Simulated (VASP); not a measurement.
Input:

```
CELL_PARAMETERS angstrom
      0.00000     2.46425     2.46425
      2.46425     0.00000     2.46425
      2.46425     2.46425     0.00000
ATOMIC_POSITIONS crystal
  Pb 0.00000 0.00000 0.00000
```

Calculation: PBEsol GGA, VASP's PBE PAW potentials (set 64) (plane waves; VASP). Settings: 500 eV cut-off, 13×13×13 Γ-centred mesh, first-order Methfessel-Paxton smearing of 0.10 eV, potentials Pb_d.

Energy and stress use the plane-wave basis of the starting cell.

**Question.** The ions, cell shape and volume at an external pressure of 5.0 GPa are relaxed. Which structure does the run end with?

**Answer.** 
```
CELL_PARAMETERS angstrom
      0.00000     2.39608     2.39608
      2.39608     0.00000     2.39608
      2.39608     2.39608     0.00000
ATOMIC_POSITIONS crystal
  Pb 0.00000 0.00000 0.00000
```
Space group Fm-3m (225), at a tolerance of 0.03 Å.

**Question.** How do energy and volume change from the first to the last step?

**Answer.** The energy (σ→0) changes by +34.8 meV/atom and the volume by -8.1 %, in 3 ionic steps.

The compound is Pb in the fcc structure. This run relaxes it under an external pressure of 5 GPa. Symmetry was kept, so distortions that lower it aren't found.
